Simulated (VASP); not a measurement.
A run of VASP 6.6.1:

The input INCAR:

```
SYSTEM = InBi
PREC = Accurate ; ENCUT = 520
EDIFF = 1E-6 ; ISMEAR = -1
SIGMA = 0.1 ; LREAL = .FALSE.
LASPH = .TRUE. ; NELM = 100
ALGO = Fast ; ISIF = 2
LWAVE = .FALSE. ; LCHARG = .FALSE.
GGA = PS ; NBANDS = 36
```

KPOINTS

```
regular mesh
0
G
  6 6 6
  0 0 0
```

POSCAR

```
InBi
1.0
    5.0241561676      0.0000000000      0.0000000000
    0.0000000000      5.0241561676      0.0000000000
    0.0000000000      0.0000000000      4.9032862507
In Bi
2 2
Direct
    0.0000000000      0.0000000000      0.0000000000
    0.5000000000      0.5000000000      0.0000000000
    0.0000000000      0.5000000000      0.3918000000
    0.5000000000      0.0000000000      0.6082000000
```

Potentials or basis: VASP PAW PBE potentials, release 64 (In_d, Bi_d).

Command:

```console
$ cat potpaw_PBE.64/In_d/POTCAR potpaw_PBE.64/Bi_d/POTCAR > POTCAR
$ mpirun -np 1 vasp_std > vasp.out
```

Hardware: 1 thread of Intel(R) Xeon(R) 6975P-C (Granite Rapids), on a shared host.

Question: Estimate the wall time of this run.

Answer: Wall time 2 min on 1 thread of Intel(R) Xeon(R) 6975P-C (Granite Rapids) (shared host), peak memory 0.32 GiB. Counts: scf iterations 15, k points 40.
